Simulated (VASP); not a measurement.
All values below come from PBEsol GGA, VASP's PBE PAW potentials (set 64) (plane waves; VASP).

A VASP calculation is set up with these files.

### KPOINTS
```
Automatic mesh
0
Gamma
14 14 8
0 0 0
```

INCAR:
```
LWAVE=.FALSE.
IBRION=2   ! conjugate gradients
EDIFFG=-0.01
SYSTEM=Zn
LREAL=.FALSE.
PREC=Accurate
PSTRESS=300
NSW=40   ! most ionic steps
ISIF=3   ! ions, shape and volume
ALGO=Normal   ! blocked Davidson
SIGMA=0.1   ! width (eV)
LASPH=.TRUE.
EDIFF=1E-7   ! SCF stop (eV)
ENCUT=480   ! plane-wave cut-off (eV)
LMAXMIX=4   ! l cut-off of mixed one-centre charges
NELM=100   ! most electronic steps
ISMEAR=1   ! Methfessel-Paxton
LCHARG=.FALSE.
GGA=PS   ! PBEsol
```

POSCAR:
```
Zn
1
    1.3194086430    -2.2852832206     0.0000000000
    1.3194086430     2.2852832206    -0.0000000000
    0.0000000000    -0.0000000000     4.6374447213
Zn
2
Direct
  0.3333330000   0.6666670000   0.2500000000
  0.6666670000   0.3333330000   0.7500000000
```

POTCAR, in this order: Zn (PBE.64 set). Program: vasp_std.

The resulting files:

OSZICAR:
```
...
DAV:   1    -0.711552447062E+02   -0.67982E+02   -0.58391E+02  3848   0.369E+02    0.820E+01
DAV:   2    -0.120037979738E+02    0.59151E+02   -0.41539E+02  3840   0.492E+02    0.172E+01
DAV:   3    -0.293794111431E+01    0.90659E+01   -0.41930E+01  4992   0.123E+02    0.140E+01
DAV:   4    -0.198984089562E+01    0.94810E+00   -0.91692E-01  4200   0.109E+01    0.102E+01
DAV:   5    -0.114886264221E+01    0.84098E+00   -0.37806E-01  5384   0.968E+00    0.677E-01
DAV:   6    -0.114719923624E+01    0.16634E-02   -0.28990E-02  5064   0.273E+00    0.409E-01
DAV:   7    -0.114767111161E+01   -0.47188E-03   -0.74014E-04  4928   0.401E-01    0.777E-02
DAV:   8    -0.114767156556E+01   -0.45394E-06   -0.11921E-04  4328   0.210E-01    0.135E-02
DAV:   9    -0.114767228009E+01   -0.71453E-06   -0.10008E-06  4680   0.155E-02    0.465E-03
DAV:  10    -0.114767221161E+01    0.68484E-07   -0.14559E-06  4320   0.294E-02    0.660E-04
DAV:  11    -0.114767226559E+01   -0.53978E-07   -0.13690E-08  2392   0.164E-03
   2 F= 0.23748997E+01 E0= 0.23748992E+01  d E =0.311689E+00
       N       E                     dE             d eps       ncg     rms          rms(c)
DAV:   1    -0.167491936669E+02   -0.15602E+02   -0.17160E+02  3848   0.340E+02    0.253E+01
DAV:   2    -0.497590300893E+01    0.11773E+02   -0.25231E+01  3912   0.960E+01    0.118E+01
DAV:   3    -0.334274124831E+01    0.16332E+01   -0.10805E+00  5344   0.261E+01    0.596E+00
DAV:   4    -0.284614985932E+01    0.49659E+00   -0.34969E-01  4584   0.878E+00    0.109E+00
DAV:   5    -0.282259486691E+01    0.23555E-01   -0.22019E-02  5064   0.418E+00    0.854E-02
DAV:   6    -0.282295753921E+01   -0.36267E-03   -0.18093E-03  4032   0.539E-01    0.419E-02
DAV:   7    -0.282300574639E+01   -0.48207E-04   -0.17245E-05  5576   0.700E-02    0.313E-03
DAV:   8    -0.282300558671E+01    0.15968E-06   -0.16496E-06  4128   0.140E-02    0.186E-03
DAV:   9    -0.282300554227E+01    0.44436E-07   -0.52593E-08  2368   0.614E-03
   3 F= 0.15479423E+01 E0= 0.15479515E+01  d E =-.515268E+00
       N       E                     dE             d eps       ncg     rms          rms(c)
DAV:   1    -0.281071656206E+01    0.12289E-01   -0.13976E-01  3856   0.827E+00    0.836E-01
DAV:   2    -0.279834540183E+01    0.12371E-01   -0.41855E-02  3848   0.522E+00    0.273E-01
DAV:   3    -0.279717456304E+01    0.11708E-02   -0.61683E-04  4936   0.425E-01    0.150E-01
DAV:   4    -0.279667547495E+01    0.49909E-03   -0.82975E-05  5896   0.191E-01    0.818E-03
DAV:   5    -0.279667572730E+01   -0.25234E-06   -0.10381E-05  4472   0.343E-02    0.194E-03
DAV:   6    -0.279667546667E+01    0.26063E-06   -0.44346E-07  4144   0.915E-03    0.824E-04
DAV:   7    -0.279667522534E+01    0.24133E-06   -0.30163E-09  2088   0.169E-03    0.379E-04
DAV:   8    -0.279667525926E+01   -0.33925E-07   -0.47764E-09  2032   0.162E-03
   4 F= 0.15468875E+01 E0= 0.15468912E+01  d E =-.516323E+00
       N       E                     dE             d eps       ncg     rms          rms(c)
DAV:   1    -0.278522587165E+01    0.11449E-01   -0.52632E-02  3840   0.509E+00    0.512E-01
DAV:   2    -0.278057614206E+01    0.46497E-02   -0.15578E-02  3856   0.319E+00    0.168E-01
DAV:   3    -0.278013554210E+01    0.44060E-03   -0.21842E-04  4888   0.249E-01    0.919E-02
DAV:   4    -0.277994684146E+01    0.18870E-03   -0.31189E-05  5880   0.117E-01    0.490E-03
DAV:   5    -0.277994674217E+01    0.99289E-07   -0.38734E-06  4432   0.205E-02    0.113E-03
DAV:   6    -0.277994655629E+01    0.18588E-06   -0.15248E-07  3048   0.544E-03    0.497E-04
DAV:   7    -0.277994640763E+01    0.14866E-06   -0.44657E-09  2040   0.150E-03    0.272E-04
DAV:   8    -0.277994643162E+01   -0.23997E-07   -0.45787E-09  1984   0.142E-03
   5 F= 0.15468803E+01 E0= 0.15468807E+01  d E =-.516330E+00
       N       E                     dE             d eps       ncg     rms          rms(c)
DAV:   1    -0.288873147652E+01   -0.10879E+00   -0.23695E+00  4680   0.157E+01    0.219E+00
DAV:   2    -0.281195827488E+01    0.76773E-01   -0.10688E-01  4832   0.719E+00    0.127E+00
DAV:   3    -0.277468420983E+01    0.37274E-01   -0.35077E-02  5352   0.358E+00    0.290E-01
DAV:   4    -0.277393409647E+01    0.75011E-03   -0.48207E-03  5192   0.976E-01    0.110E-01
DAV:   5    -0.277393453870E+01   -0.44223E-06   -0.51663E-04  4704   0.380E-01    0.319E-02
DAV:   6    -0.277391368436E+01    0.20854E-04   -0.87238E-05  4600   0.212E-01    0.307E-03
DAV:   7    -0.277391371301E+01   -0.28652E-07   -0.26610E-06  4152   0.199E-02    0.195E-03
DAV:   8    -0.277391357558E+01    0.13743E-06   -0.83781E-08  2336   0.606E-03    0.220E-04
DAV:   9    -0.277391358166E+01   -0.60741E-08   -0.12098E-08  2048   0.189E-03
   6 F= 0.15331840E+01 E0= 0.15333282E+01  d E =-.136963E-01
       N       E                     dE             d eps       ncg     rms          rms(c)
DAV:   1    -0.277833466864E+01   -0.44211E-02   -0.20084E-01  4640   0.469E+00    0.644E-01
DAV:   2    -0.277176285575E+01    0.65718E-02   -0.10183E-02  4864   0.229E+00    0.369E-01
DAV:   3    -0.276866181843E+01    0.31010E-02   -0.27579E-03  5448   0.101E+00    0.954E-02
DAV:   4    -0.276854991838E+01    0.11190E-03   -0.45088E-04  5464   0.319E-01    0.308E-02
DAV:   5    -0.276855086470E+01   -0.94632E-06   -0.48599E-05  4544   0.117E-01    0.917E-03
DAV:   6    -0.276854946538E+01    0.13993E-05   -0.76527E-06  4496   0.623E-02    0.859E-04
DAV:   7    -0.276854943109E+01    0.34286E-07   -0.20881E-07  3504   0.581E-03
   7 F= 0.15323996E+01 E0= 0.15324208E+01  d E =-.144806E-01
       N       E                     dE             d eps       ncg     rms          rms(c)
DAV:   1    -0.276789691910E+01    0.65255E-03   -0.35954E-03  4600   0.631E-01    0.866E-02
DAV:   2    -0.276777634813E+01    0.12057E-03   -0.18748E-04  4864   0.313E-01    0.496E-02
DAV:   3    -0.276772149565E+01    0.54852E-04   -0.49530E-05  5408   0.135E-01    0.131E-02
DAV:   4    -0.276771963586E+01    0.18598E-05   -0.82962E-06  5520   0.437E-02    0.413E-03
DAV:   5    -0.276771967530E+01   -0.39436E-07   -0.89135E-07  4200   0.158E-02
   8 F= 0.15323947E+01 E0= 0.15324006E+01  d E =-.144855E-01
       N       E                     dE             d eps       ncg     rms          rms(c)
DAV:   1    -0.284510137077E+01   -0.77382E-01   -0.35258E-01  3840   0.133E+01    0.131E+00
DAV:   2    -0.281449382065E+01    0.30608E-01   -0.98713E-02  3872   0.794E+00    0.444E-01
DAV:   3    -0.281152137642E+01    0.29724E-02   -0.11474E-03  4632   0.515E-01    0.239E-01
DAV:   4    -0.281030096035E+01    0.12204E-02   -0.22176E-04  5904   0.311E-01    0.122E-02
DAV:   5    -0.281030590138E+01   -0.49410E-05   -0.28685E-05  4232   0.560E-02    0.311E-03
DAV:   6    -0.281030682808E+01   -0.92670E-06   -0.55179E-07  4304   0.890E-03    0.109E-03
DAV:   7    -0.281030712525E+01   -0.29717E-06   -0.80807E-09  2144   0.182E-03    0.331E-04
DAV:   8    -0.281030713735E+01   -0.12106E-07   -0.93283E-09  1984   0.164E-03
   9 F= 0.15328256E+01 E0= 0.15328392E+01  d E =0.430833E-03
       N       E                     dE             d eps       ncg     rms          rms(c)
DAV:   1    -0.279780647127E+01    0.12501E-01   -0.14190E-01  3840   0.833E+00    0.842E-01
DAV:   2    -0.278527893289E+01    0.12528E-01   -0.42249E-02  3872   0.526E+00    0.277E-01
DAV:   3    -0.278407895464E+01    0.12000E-02   -0.64464E-04  4864   0.432E-01    0.151E-01
DAV:   4    -0.278356821147E+01    0.51074E-03   -0.87941E-05  5816   0.203E-01    0.858E-03
DAV:   5    -0.278356860584E+01   -0.39437E-06   -0.12083E-05  4360   0.386E-02    0.224E-03
DAV:   6    -0.278356828625E+01    0.31959E-06   -0.37476E-07  4016   0.785E-03    0.720E-04
DAV:   7    -0.278356810697E+01    0.17928E-06   -0.25771E-09  2040   0.140E-03    0.246E-04
DAV:   8    -0.278356810131E+01    0.56630E-08   -0.37915E-09  1976   0.129E-03
  10 F= 0.15321653E+01 E0= 0.15321734E+01  d E =-.229447E-03
```

### OUTCAR
```
------------------------ aborting loop because EDIFF is reached ----------------------------------------
  FORCE on cell =-STRESS in cart. coord.  units (eV):
  Direction    XX          YY          ZZ          XY          YZ          ZX
  --------------------------------------------------------------------------------------
  Total        4.3158651      4.3158673      4.3231260      0.0000000      0.0000000      0.0000000
  in kB      300.0091595    300.0093095    300.5138822      0.0000000      0.0000000      0.0000000
  external PRESSURE =       0.1774504 kB  Pullay stress =     300.0000000 kB
  volume of cell :       23.05
      direct lattice vectors                 reciprocal lattice vectors
     1.253245210 -2.170684921  0.000000000     0.398964222 -0.230342043  0.000000000
     1.253245210  2.170684921 -0.000000000     0.398964222  0.230342043  0.000000000
    -0.000000000  0.000000000  4.236245265     0.000000000  0.000000000  0.236058098
 POSITION                                       TOTAL-FORCE (eV/Angst)
 -----------------------------------------------------------------------------------
      1.25325      0.72356      1.05906         0.000000      0.000000      0.000000
      1.25325     -0.72356      3.17718        -0.000000     -0.000000      0.000000
 -----------------------------------------------------------------------------------
    total drift:                                0.000012      0.000044      0.000005
  FREE ENERGIE OF THE ION-ELECTRON SYSTEM (eV)
  ---------------------------------------------------
  free  energy   TOTEN  =        -2.7835681013 eV

  energy  without entropy=       -2.7835437934  energy(sigma->0) =       -2.78356000
  enthalpy is  TOTEN    =         1.5321652820 eV   P V=        4.3157333833

 reached required accuracy - stopping structural energy minimisation
```
(Selected blocks of OUTCAR.)

CONTCAR:
```
Zn
   1.00000000000000
     1.2532452098796709   -2.1706849205686654    0.0000000000000000
     1.2532452098796709    2.1706849205686654   -0.0000000000000000
    -0.0000000000000000    0.0000000000000000    4.2362452653686757
  Zn
     2
Direct
     0.3333330000000032    0.6666669999999968    0.2500000000000000
     0.6666669999999968    0.3333330000000032    0.7500000000000000
```

Energy and stress use the plane-wave basis of the starting cell.

The compound is Zn in the hcp structure. This run relaxes it under an external pressure of 30 GPa. Symmetry was kept, so distortions that lower it aren't found.
